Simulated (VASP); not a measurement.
## Ti: relaxation of cell and atoms with PBE

Ti:

```
Ti
1.0
     2.95000    0.00000    0.00000
    -1.47500    2.55477    0.00000
     0.00000    0.00000    4.68000
Ti
2
Direct
  0.33333 0.66667 0.25000
  0.66667 0.33333 0.75000
```

```json
{"Program": "VASP 6.6.1", "Task": "relaxation of cell and atoms", "Functional": "PBE", "Potentials or basis": "VASP PAW PBE potentials, release 64 (Ti_sv)", "Cutoff": "600 eV", "k mesh": "18 × 18 × 10", "Occupations": "gaussian, width 0.1 eV", "Spin": "no spin polarisation", "Further INCAR settings": "ALGO = Normal; EDIFF = 1e-07; IBRION = 2; EDIFFG = -0.004; NSW = 80; ISIF = 3"}
```

```
Relaxed volume                         : 17.35 Å³/atom
Relaxed cell                           : a = 2.937 Å, b = 2.937 Å, c = 4.646 Å, α = 90.00°, β = 90.00°, γ = 120.00°
Space group after relaxing (to 0.05 Å) : P6_3/mmc (No. 194)
Energy gained by relaxing              : 1.7 meV/atom
Ionic steps                            : 10
Pressure after relaxing                : 0.0 GPa
Band gap on the k mesh                 : none (metal or under the smearing width)
```

The path:
```tsv
step	energy change (eV)	largest force (eV/Å)	pressure (GPa)	volume (Å³)
1	0.0000	0.0000	-1.79	35.27
2	-0.0015	0.0000	1.38	34.28
3	-0.0033	0.0000	0.00	34.69
4	-0.0033	0.0000	0.04	34.68
5	-0.0033	0.0000	0.03	34.68
6	-0.0033	0.0000	0.04	34.68
7	-0.0033	0.0000	0.04	34.68
8	-0.0033	0.0000	0.04	34.68
9	-0.0033	0.0000	0.03	34.68
10	-0.0033	0.0000	-0.02	34.70
```

Final structure:
```
Ti
1.0
     2.93670    0.00000    0.00000
    -1.46835    2.54325    0.00000
     0.00000    0.00000    4.64628
Ti
2
Cartesian
  0.0000 1.6955 1.1616
  1.4683 0.8478 3.4847
```

Levels at points of the mesh, in eV from the Fermi level:
| k point | band 10 | band 11 | band 12 | band 13 | band 14 | band 15 |
| --- | --- | --- | --- | --- | --- | --- |
| (0.00, 0.00, 0.00) | -2.70 | 0.76 | 0.76 | 0.77 | 0.88 | 1.26 |
| (0.50, 0.00, 0.00) | -2.17 | -1.86 | -0.64 | 0.46 | 0.62 | 1.17 |
| (0.00, 0.00, 0.50) | -4.36 | 0.08 | 0.08 | 0.67 | 0.67 | 0.67 |
| (0.50, 0.00, 0.50) | -2.55 | -0.82 | -0.82 | 1.32 | 1.32 | 1.72 |

Run time: 3.9 min on 1 thread of Intel(R) Xeon(R) 6975P-C (Granite Rapids), on a shared host, peak memory 0.26 GiB.
